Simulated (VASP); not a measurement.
# LiSb2P2 (P-3m1) in VASP: further runs

The runs below take LiSb2P2 through single point, relaxation of cell and atoms, with PBE.

All numbers are computed with VASP 6.6.1; they aren't measurements. Logs are shortened: lines on timing, memory, paths and dates and some standing lists are left out, and cuts for length are marked.

## (1) The cell of the first run

The structure is trigonal, space group P-3m1 (No. 164). The conventional cell has a = 4.825 Å, b = 4.825 Å, c = 5.672 Å, α = 90.00°, β = 90.00°, γ = 120.00°. Li (site symmetry -3m) has 6 P at 3.09 Å and 6 Sb at 3.15 Å as nearest neighbours. Sb (site symmetry 3m) has 5 P at 2.79 to 2.86 Å and 3 Li at 3.15 Å as nearest neighbours. Around P (site symmetry 3m) lie 5 Sb at 2.79 to 2.86 Å and 3 Li at 3.09 Å.

The cell was built by a generator and needn't be a form met in nature.

## (2) Single point, PBE (species swapped into the CaAl2Ge2 type (P-3m1, No. 164))

The input, INCAR:

```
SYSTEM = LiSb2P2
PREC = Accurate
ENCUT = 520
EDIFF = 1E-6
ISMEAR = 0
SIGMA = 0.1
LREAL = .False.
LASPH = .True.
NELM = 60
ALGO = Normal
ISIF = 2
LWAVE = .False.
LCHARG = .True.
GGA = PE
LELF = .True.
LVHAR = .True.
NBANDS = 20
```

The input, KPOINTS:

```
regular mesh
0
Gamma
  6 6 4
  0 0 0
```

The input, POSCAR:

```
LiSb2P2
1.0
    4.8247692971      0.0000000000      0.0000000000
   -2.4123846485      4.1783727787      0.0000000000
    0.0000000000      0.0000000000      5.6716286466
Li Sb P
1 2 2
Direct
    0.0000000000      0.0000000000      0.0000000000
    0.3333333333      0.6666666667      0.2603004874
    0.6666666667      0.3333333333      0.7396995126
    0.3333333333      0.6666666667      0.7652807450
    0.6666666667      0.3333333333      0.2347192550
```

Potentials or basis: VASP PAW PBE potentials, release 64 (Li_sv, Sb, P).

The run is started by

```sh
$ cat potpaw_PBE.64/Li_sv/POTCAR potpaw_PBE.64/Sb/POTCAR potpaw_PBE.64/P/POTCAR > POTCAR
$ mpirun -np 1 vasp_std > vasp.out
```

OUTCAR:

```text
SYSTEM = LiSb2P2
   PREC = Accurate
   ENCUT = 520
   EDIFF = 1E-6
   ISMEAR = 0
   LREAL = .False.
   LASPH = .True.
   NELM = 60
   ISIF = 2
   GGA = PE

 ion  position               nearest neighbor table
   1  0.000  0.000  0.000-   2 3.15   3 3.15   2 3.15   3 3.15   3 3.15   2 3.15
   2  0.333  0.667  0.260-   5 2.79   5 2.79   5 2.79   4 2.81   4 2.86   1 3.15   1 3.15   1 3.15

   3  0.667  0.333  0.740-   4 2.79   4 2.79   4 2.79   5 2.81   5 2.86   1 3.15   1 3.15   1 3.15

   4  0.333  0.667  0.765-   3 2.79   3 2.79   3 2.79   2 2.81   2 2.86
   5  0.667  0.333  0.235-   2 2.79   2 2.79   2 2.79   3 2.81   3 2.86

  LATTYP: Found a hexagonal cell.
 ALAT       =     4.8247692971
 C/A-ratio  =     1.1755232836

  Lattice vectors:

 A1 = (   4.8247692971,   0.0000000000,   0.0000000000)
 A2 = (  -2.4123846485,   4.1783727787,   0.0000000000)
 A3 = (   0.0000000000,   0.0000000000,   5.6716286466)

Analysis of symmetry for initial positions (statically):
=====================================================================
 Subroutine PRICEL returns:
 Original cell was already a primitive cell.

 Routine SETGRP: Setting up the symmetry group for a
 hexagonal supercell.

 Subroutine GETGRP returns: Found 12 space group operations
 (whereof 12 operations were pure point group operations)
 out of a pool of 24 trial point group operations.

The static configuration has the point symmetry D_3d.

Analysis of symmetry for dynamics (positions and initial velocities):
=====================================================================
 Subroutine PRICEL returns:
 Original cell was already a primitive cell.

 Routine SETGRP: Setting up the symmetry group for a
 hexagonal supercell.

 Subroutine GETGRP returns: Found 12 space group operations
 (whereof 12 operations were pure point group operations)
 out of a pool of 24 trial point group operations.

The dynamic configuration has the point symmetry D_3d.

 Subroutine INISYM returns: Found 12 space group operations
 (whereof 12 operations are pure point group operations),
 and found     1 'primitive' translations

----------------------------------------------------------------------------------------

                                     Primitive cell

  volume of cell :     114.3382

  direct lattice vectors                    reciprocal lattice vectors
     4.824769297  0.000000000  0.000000000     0.207263796  0.119663808  0.000000000
    -2.412384648  4.178372779  0.000000000     0.000000000  0.239327617  0.000000000
     0.000000000  0.000000000  5.671628647     0.000000000  0.000000000  0.176316198

  length of vectors
     4.824769297  4.824769297  5.671628647     0.239327617  0.239327617  0.176316198

  position of ions in fractional coordinates (direct lattice)
     0.000000000  0.000000000  0.000000000
     0.333333333  0.666666667  0.260300487
     0.666666667  0.333333333  0.739699513
     0.333333333  0.666666667  0.765280745
     0.666666667  0.333333333  0.234719255

  ion indices of the primitive-cell ions
   primitive index   ion index
                 1           1
                 2           2
                 3           3
                 4           4
                 5           5

----------------------------------------------------------------------------------------

 KPOINTS: regular mesh

Automatic generation of k-mesh.
 Grid dimensions read from file:
 generate k-points for:    6    6    4

 Generating k-lattice:

  Cartesian coordinates                     Fractional coordinates (reciprocal lattice)
     0.034543966  0.019943968  0.000000000     0.166666667  0.000000000  0.000000000
     0.000000000  0.039887936  0.000000000     0.000000000  0.166666667  0.000000000
     0.000000000  0.000000000  0.044079050     0.000000000  0.000000000  0.250000000

  Length of vectors
     0.039887936  0.039887936  0.044079050

  Shift w.r.t. Gamma in fractional coordinates (k-lattice)
     0.000000000  0.000000000  0.000000000

 Subroutine IBZKPT returns following result:
 ===========================================

 Found     24 irreducible k-points:

 Following reciprocal coordinates:
            Coordinates               Weight
  0.000000  0.000000  0.000000      1.000000
  0.166667  0.000000  0.000000      6.000000
  0.333333  0.000000  0.000000      6.000000
  0.500000 -0.000000  0.000000      3.000000
  0.166667  0.166667  0.000000      6.000000
  0.333333  0.166667  0.000000     12.000000
[... 16 lines left out ...]
  0.333333  0.166667  0.500000     12.000000
  0.333333  0.333333  0.500000      2.000000
   k-points           NKPTS =     24   k-points in BZ     NKDIM =     24   number of bands    NBANDS=     20
   number of dos      NEDOS =    301   number of ions     NIONS =      5
   total plane-waves  NPLWV =  54432
   dimension x,y,z NGX =    36 NGY =   36 NGZ =   42
   dimension x,y,z NGXF=    72 NGYF=   72 NGZF=   84
   ions per type =               1   2   2
   NGX,Y,Z   is equivalent  to a cutoff of  12.40, 12.40, 12.31 a.u.
   NGXF,Y,Z  is equivalent  to a cutoff of  24.81, 24.81, 24.62 a.u.
 SYSTEM =  LiSb2P2
   PREC   = accura    normal or accurate (medium, high low for compatibility)
   ISTART =      0    job   : 0-new  1-cont  2-samecut
   ICHARG =      2    charge: 1-file 2-atom 10-const
   ISPIN  =      1    spin polarized calculation?
   LNONCOLLINEAR =      F non collinear calculations
   LSORBIT =      F    spin-orbit coupling
   LASPH  =      T    aspherical Exc in radial PAW
   ENCUT  =  520.0 eV  38.22 Ry    6.18 a.u.   8.97  8.97 10.55*2*pi/ulx,y,z
   NELM   =     60;   NELMIN=  2; NELMDL= -5     # of ELM steps
   EDIFF  = 0.1E-05   stopping-criterion for ELM
   LREAL  =      F    real-space projection
   EDIFFG = 0.1E-04   stopping-criterion for IOM
   NSW    =      0    number of steps for IOM
   IBRION =     -1    ionic relax: 0-MD 1-quasi-New 2-CG
   NFREE  =      0    steps in history (QN), initial steepest desc. (CG)
   ISIF   =      2    stress and relaxation
   ISYM   =      2    0-nonsym 1-usesym 2-fastsym
   POTIM  = 0.5000    time-step for ionic-motion
   TEBEG  =    0.0;   TEEND  =   0.0 temperature during run
   PSTRESS=    0.0 pullay stress
   NELECT =      23.0000    total number of electrons
   NUPDOWN=      -1.0000    fix difference up-down
   EMIN   =  10.00;   EMAX   =-10.00  energy-range for DOS
   EFERMI =   0.00;   METHOD = LEGACY
   ISMEAR =     0;   SIGMA  =   0.10  broadening in eV -4-tet -1-fermi 0-gaus
   EFERMI_NEDOS =   21; number of points for ismear=-14 and -15
   IALGO  =     38    algorithm
   IMIX   =      4    mixing-type and parameters
     AMIX     =   0.40;   BMIX     =  1.00
     AMIX_MAG =   1.60;   BMIX_MAG =  1.00
  volume/ion in A,a.u.               =      22.87       154.32
  Fermi-wavevector in a.u.,A,eV,Ry     =   0.959225  1.812671 12.518879  0.920112
  Thomas-Fermi vector in A             =   2.088402
   LORBIT       =      0    0 simple, 1 ext, 2 COOP (PROOUT), +10 PAW based schemes
   GGA     = PE    functional components
   LHFCALC =     F    Hartree Fock is set to
   AEXX    =    0.0000 exact exchange contribution
   IVDW    =     0    specifies the selected vdW correction
   LEPSILON=     F    determine dielectric tensor
   LRPA    =     F    only Hartree local field effects (RPA)
 non-spin polarized calculation
 Gauss-broadening in eV      SIGMA  =   0.10
  energy-cutoff  :      520.00
  volume of cell :      114.34
 maximum number of plane-waves:      3099
   NGX = 17   NGY = 17   NGZ = 21

 number of electron      23.0000011 magnetization

 Free energy of the ion-electron system (eV)
  ---------------------------------------------------
  ext. energy  EPLUGINS =         0.00000000
  ---------------------------------------------------
  free energy    TOTEN  =       -20.56974764 eV

  energy without entropy =      -20.56279427  energy(sigma->0) =      -20.56627096

 E-fermi :   6.2566     XC(G=0):  -9.3517

 val. band max:        6.2481372757   @ k =   0.1667   0.1667   0.5000
 cond. band min:       6.3381262346   @ k =   0.5000  -0.0000   0.5000
 fundamental gap:      0.0899889589
 Fermi energy:         6.2566238613

 k-point     1 :       0.0000    0.0000    0.0000
  band No.  band energies     occupation
      1     -40.8140      2.00000
      2      -7.0350      2.00000
      3      -4.1042      2.00000
      4      -1.7741      2.00000
      5      -0.0256      2.00000
      6       1.5501      2.00000
[... 12 lines left out ...]
     19      10.6501      0.00000
     20      11.6766      0.00000

 k-point     2 :       0.1667    0.0000    0.0000
  band No.  band energies     occupation
      1     -40.8140      2.00000
      2      -6.8578      2.00000
      3      -3.9652      2.00000
      4      -2.4250      2.00000
      5       0.0990      2.00000
      6       0.7240      2.00000
[... 12 lines left out ...]
     19      10.7797      0.00000
     20      12.2052      0.00000

 k-point     3 :       0.3333    0.0000    0.0000
  band No.  band energies     occupation
      1     -40.8140      2.00000
      2      -6.3658      2.00000
      3      -4.0319      2.00000
      4      -3.0653      2.00000
      5      -0.6888      2.00000
      6       0.6206      2.00000
[... 12 lines left out ...]
     19      11.8931      0.00000
     20      12.0961      0.00000

 k-point     4 :       0.5000   -0.0000    0.0000
  band No.  band energies     occupation
      1     -40.8140      2.00000
      2      -5.9199      2.00000
      3      -4.6189      2.00000
      4      -2.7404      2.00000
      5      -1.4514      2.00000
      6       0.9808      2.00000
[... 429 lines left out ...]
 k-point    23 :       0.3333    0.1667    0.5000
  band No.  band energies     occupation
      1     -40.8140      2.00000
      2      -5.0679      2.00000
      3      -4.7900      2.00000
      4      -3.5090      2.00000
      5      -3.2237      2.00000
      6       1.3803      2.00000
[... 12 lines left out ...]
     19      11.0395      0.00000
     20      12.3334      0.00000

 k-point    24 :       0.3333    0.3333    0.5000
  band No.  band energies     occupation
      1     -40.8140      2.00000
      2      -4.5657      2.00000
      3      -4.5657      2.00000
      4      -3.8284      2.00000
      5      -3.8284      2.00000
      6       1.0636      2.00000
[... 12 lines left out ...]
     19      11.5379      0.00000
     20      12.2282      0.00000

------------------------ aborting loop because EDIFF is reached ----------------------------------------

  FORCE on cell =-STRESS in cart. coord.  units (eV):
  Direction    XX          YY          ZZ          XY          YZ          ZX
  --------------------------------------------------------------------------------------
  -------------------------------------------------------------------------------------
  Total       -0.0549517     -0.0549517     -0.0364341     -0.0000000     -0.0000000      0.0000000
  in kB       -0.7700163     -0.7700163     -0.5105365     -0.0000000     -0.0000000      0.0000000
  external PRESSURE =      -0.6835230 kB  Pullay stress =       0.0000000 kB

 VOLUME and BASIS-vectors are now :
 -----------------------------------------------------------------------------
  energy-cutoff  :      520.00
  volume of cell :      114.34
      direct lattice vectors                 reciprocal lattice vectors
     4.824769297  0.000000000  0.000000000     0.207263796  0.119663808  0.000000000
    -2.412384648  4.178372779  0.000000000     0.000000000  0.239327617  0.000000000
     0.000000000  0.000000000  5.671628647     0.000000000  0.000000000  0.176316198

 POSITION                                       TOTAL-FORCE (eV/Angst)
 -----------------------------------------------------------------------------------
      0.00000      0.00000      0.00000        -0.000000      0.000000      0.000000
     -0.00000      2.78558      1.47633         0.000000     -0.000000      0.009042
      2.41238      1.39279      4.19530        -0.000000      0.000000     -0.009042
     -0.00000      2.78558      4.34039        -0.000000      0.000000     -0.007549
      2.41238      1.39279      1.33124         0.000000      0.000000      0.007549
 -----------------------------------------------------------------------------------
    total drift:                                0.000000     -0.000000     -0.000000

  FREE ENERGIE OF THE ION-ELECTRON SYSTEM (eV)
  ---------------------------------------------------
  free  energy   TOTEN  =       -20.5697476413 eV

  energy  without entropy=      -20.5627942743  energy(sigma->0) =      -20.56627096
```

It took 54 s on 1 thread of Intel Xeon Platinum 8559C (Emerald Rapids), shared host; peak memory 0.24 GiB.

What came out:

| Quantity | Value |
| --- | --- |
| Free energy | -20.5697 eV |
| Largest force | 0.009 eV/Å |
| Band gap on the k mesh | none (metal or under the smearing width) |

Forces in eV/Å, atoms in the order of the input:
```
Li   0.000  0.000  0.000
Sb   0.000  0.000  0.009
Sb   0.000  0.000 -0.009
P    0.000  0.000 -0.008
P    0.000  0.000  0.008
```

Caveat: the cutoff is under 1.25 times the usual one of these potentials, so pressure, stress and relaxed cells hold a basis-set (Pulay) error. Spin-orbit coupling is left out, which matters for the levels of Sb.

## (3) Relaxation of cell and atoms, PBE (species swapped into the CaAl2Ge2 type (P-3m1, No. 164))

The input, INCAR:

```
SYSTEM = LiSb2P2
ALGO = Fast
EDIFF = 1E-6
EDIFFG = -0.04
ENCUT = 600
GGA = PE
IBRION = 2
ISIF = 3
ISMEAR = 0
LASPH = .TRUE.
LCHARG = .FALSE.
LREAL = .FALSE.
LWAVE = .FALSE.
NELM = 100
NSW = 90
PREC = Accurate
SIGMA = 0.1
```

The input, KPOINTS:

```
k-points
0
G
  6 6 4
  0 0 0
```

The input, POSCAR:

```
LiSb2P2
1.0
    4.7199178885      0.0000000000      0.0000000000
   -2.3599589442      4.0875687952      0.0000000000
    0.0000000000      0.0000000000      6.2683743914
Li Sb P
1 2 2
Direct
    0.0000000000      0.0000000000      0.0000000000
    0.3333333333      0.6666666667      0.2824460875
    0.6666666667      0.3333333333      0.7175539125
    0.3333333333      0.6666666667      0.7360390693
    0.6666666667      0.3333333333      0.2639609307
```

Potentials or basis: VASP PAW PBE potentials, release 64 (Li_sv, Sb, P).

The run is started by

```sh
$ cat potpaw_PBE.64/Li_sv/POTCAR potpaw_PBE.64/Sb/POTCAR potpaw_PBE.64/P/POTCAR > POTCAR
$ mpirun -np 1 vasp_std > vasp.out
```

Wall time 16 min (1 thread of Intel Xeon Platinum 8559C (Emerald Rapids), shared host); peak memory 0.33 GiB.

Results (log left out):

```yaml
Free_energy: -20.5700 eV
Relaxed_volume: 22.85 Å³/atom
Relaxed_cell: a = 4.828 Å, b = 4.828 Å, c = 5.658 Å, α = 90.00°, β = 90.00°, γ = 120.00°
Space_group_after_relaxing_to_0.05_Å: P-3m1 (No. 164)
Energy_gained_by_relaxing: 61.9 meV/atom
Ionic_steps: 19
Pressure_after_relaxing: 0.0 GPa
Largest_force_after_relaxing: 0.033 eV/Å
Band_gap_on_the_k_mesh: none (metal or under the smearing width)
```

Forces on the atoms (eV/Å):
```
Li   0.000  0.000  0.000
Sb   0.000  0.000  0.013
Sb   0.000  0.000 -0.013
P    0.000  0.000  0.033
P    0.000  0.000 -0.033
```

Stress tensor (GPa, compression positive):
```
-0.13  0.00  0.00
 0.00 -0.13  0.00
 0.00  0.00  0.14
```

Step by step:
```
step  energy change (eV)  largest force (eV/Å)  pressure (GPa)  volume (Å³)
   1              0.0000                0.2669           -0.09       120.94
   2             -0.1862                0.2718           -0.46       120.48
   3             -0.1862                0.2622           -0.46       120.49
   4             -0.2015                0.2524           -0.25       119.28
   5             -0.2367                0.2892            0.53       115.68
   6             -0.2384                0.3518            3.13       108.65
   7             -0.2450                0.3226            1.81       111.92
   8             -0.2527                0.3226            1.65       111.91
   9             -0.2766                0.3016            1.28       111.86
  10             -0.2970                0.1099            1.32       111.76
  11             -0.2987                0.1062            1.23       111.79
  12             -0.2990                0.0718            1.25       111.78
  13             -0.3048                0.1002            0.72       112.72
  14             -0.3068                0.1288            0.14       113.83
  15             -0.3068                0.1261            0.18       113.73
  16             -0.3077                0.1088            0.13       113.84
  17             -0.3090                0.0564           -0.02       114.18
  18             -0.3090                0.0468           -0.05       114.25
  19             -0.3096                0.0335           -0.04       114.24
```

Final structure:
```
Li Sb P
1.0
     4.82849    0.00000    0.00000
    -2.41425    4.18160    0.00000
     0.00000    0.00000    5.65804
Li Sb P
1 2 2
Direct
  0.00000 0.00000 0.00000
  0.33333 0.66667 0.25942
  0.66667 0.33333 0.74058
  0.33333 0.66667 0.76305
  0.66667 0.33333 0.23695
```

Levels at points of the mesh, in eV from the Fermi level:
```csv
k point,band 9,band 10,band 11,band 12,band 13,band 14
"(0.00, 0.00, 0.00)",-2.42,-2.16,-2.16,-0.98,-0.98,1.85
"(0.50, 0.00, 0.00)",-3.59,-2.83,-0.89,1.37,2.51,2.87
"(0.00, 0.00, 0.50)",-3.35,-2.10,-1.90,-0.47,-0.47,0.45
"(0.50, 0.00, 0.50)",-2.60,-1.17,-0.87,0.11,0.32,2.23
```

Caveat: the cutoff is under 1.25 times the usual one of these potentials, so pressure, stress and relaxed cells hold a basis-set (Pulay) error.
